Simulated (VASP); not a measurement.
An input for Ansatz (written as the equivalent of a VASP run, and not itself run):

Ansatz 0.2 input:
```yaml
crystal:
  lattice:
    - [4.5462221, 0.0000000, 0.0000000]
    - [-2.2731110, 3.9371443, 0.0000000]
    - [0.0000000, 0.0000000, 5.1693348]
  atoms:
    - { symbol: Ba, position: [0.3333330, 0.6666670, 0.9991462] }
    - { symbol: Ga, position: [0.0000000, 0.0000000, 0.4180076] }
    - { symbol: Sn, position: [0.6666670, 0.3333330, 0.5417993] }
    - { symbol: H, position: [0.0000000, 0.0000000, 0.0847468] }
kpoints:
  mp_grid: { grid: [6, 6, 5] }
hamiltonian:
  xc: pbesol
  pseudopotentials: { kind: paw }
scf:
  occupations: { method: tetrahedron }
  max_iter: 100
output: { forces: true, stress: true, eigenvalues: true }
```

Translate this input to VASP (INCAR, KPOINTS, POSCAR, choice of POTCAR).

Several could match; the one computed here: 
### KPOINTS
```
Automatic mesh
0
Gamma
6 6 5
0 0 0
```

POSCAR:
```
BaGaSnH
1
    4.5462220847    -0.0000000000     0.0000000000
   -2.2731110423     3.9371442624    -0.0000000000
   -0.0000000000     0.0000000000     5.1693347851
Ba Ga Sn H
1 1 1 1
Direct
  0.3333330000   0.6666670000   0.9991462133
  0.0000000000   0.0000000000   0.4180075989
  0.6666670000   0.3333330000   0.5417993496
  0.0000000000   0.0000000000   0.0847468383
```

### INCAR
```
SYSTEM = BaGaSnH
PREC = Accurate; ENCUT = 400; LREAL = .False.
LASPH = .True.
EDIFF = 1E-7; NELM = 100; ALGO = Normal
LMAXMIX = 4
ISMEAR = -5
GGA = PS
ISIF = 2
LWAVE = .False.; LCHARG = .True.; LORBIT = 11
NEDOS = 601
LEFG = .True.
```

POTCAR, in this order: Ba_sv Ga_d Sn_d H (PBE.64 set). Program: vasp_std.

The two are equivalent in intent, not identical: each code has its own PAW files, so the cut-off isn't converted (ENCUT is set for VASP's; basis.ecutwfc is left out, and Ansatz then takes the one that its files recommend); Ansatz stops its SCF on the density residual and VASP on the energy change (EDIFF); the field gradients of LEFG aren't asked of the other code.

The structure comes from a computed database's BaGaSnH entry (P3m1); how it stands against other phases isn't given here. It was relaxed first, which changed the volume by -7 %.
